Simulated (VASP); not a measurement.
Computed with revPBE GGA, VASP's PBE PAW potentials (set 64) (plane waves; VASP).

VASP input:

### KPOINTS
```
Automatic mesh
0
Gamma
6 6 6
0 0 0
```

File POSCAR:
```
BaF2
1
    0.0000000000     3.1836930821     3.1836930821
    3.1836930821    -0.0000000000     3.1836930821
    3.1836930821     3.1836930821    -0.0000000000
Ba F
1 2
Direct
  0.0000000000   1.0000000000   0.0000000000
  0.2500000000   0.2500000000   0.2500000000
  0.7500000000   0.7500000000   0.7500000000
```

**INCAR**
```
SYSTEM = BaF2
PREC = Accurate
ENCUT = 520
EDIFF = 1E-6
NELM = 100
ALGO = Normal
LREAL = .FALSE.
LASPH = .TRUE.
ISMEAR = 0
SIGMA = 0.05
GGA = RE
LMAXMIX = 4
LWAVE = .FALSE.
LCHARG = .FALSE.
IBRION = 2
ISIF = 3
NSW = 60
EDIFFG = -0.02
```

POTCAR, in this order: Ba_sv F (PBE.64 set). Program: vasp_std.

Problem. What will the output report for the number of irreducible k-points (NKPTS), largest plane-wave count, number of space-group operations, FFT grid (NGX, NGY, NGZ)?

Solution. 
```yaml
number of irreducible k-points (NKPTS): 16
largest_plane_wave_count: 1807
number_of_space_group_operations: 48
FFT grid (NGX, NGY, NGZ): 36 × 36 × 36
```

The compound is BaF2 in the fluorite structure. It was relaxed first, which changed the volume by +8 %. The start is the result of an earlier pass.
